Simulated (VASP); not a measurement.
Zr2CrN2, 5 atoms in the cell. Symmetry: P4/mmm, No. 123, tetragonal system. The conventional cell has a = 4.603 Å, b = 4.603 Å, c = 3.527 Å, α = 90.00°, β = 90.00°, γ = 90.00°. Zr (site symmetry mmm) has 2 Cr at 2.30 Å and 2 N at 2.30 Å as nearest neighbours. Cr (site symmetry 4/mmm) has 2 N at 1.76 Å as nearest neighbours. N (site symmetry 4/mmm) has 2 Cr at 1.76 Å as nearest neighbours. Around N (site symmetry 4/mmm) lie 4 Zr at 2.30 Å. The cell was built by a generator and needn't be a form met in nature.

| Quantity | Value |
| --- | --- |
| Program | VASP 6.6.1 |
| Task | relaxation of cell and atoms |
| Functional | PBE |
| Potentials or basis | VASP PAW PBE potentials, release 64 (Zr_sv, Cr_pv, N) |
| Cutoff | 520 eV |
| k mesh | 3 × 3 × 4 |
| Occupations | gaussian, width 0.15 eV |
| Spin | collinear spin, ferromagnetic start |
| Starting moments | [0.0, 0.0, 3.0, 0.0, 0.0] μB |
| Further INCAR settings | PREC = Normal; ALGO = Fast; EDIFF = 0.0001; IBRION = 2; EDIFFG = -0.08; NSW = 24; ISIF = 3 |

Potentials or basis: VASP PAW PBE potentials, release 64 (Zr_sv, Cr_pv, N).

Command:

```bash
$ cat potpaw_PBE.64/Zr_sv/POTCAR potpaw_PBE.64/Cr_pv/POTCAR potpaw_PBE.64/N/POTCAR > POTCAR
$ mpirun -np 1 vasp_std > vasp.out
```

Hardware: 1 thread of Intel(R) Xeon(R) 6975P-C (Granite Rapids), on a shared host.

Task: How long does it take, and how much memory?

Result: Wall time 73 s on 1 thread of Intel(R) Xeon(R) 6975P-C (Granite Rapids), with other jobs on the host, peak memory 0.18 GiB. Counts: scf iterations 70, k points 9, ion steps 7.
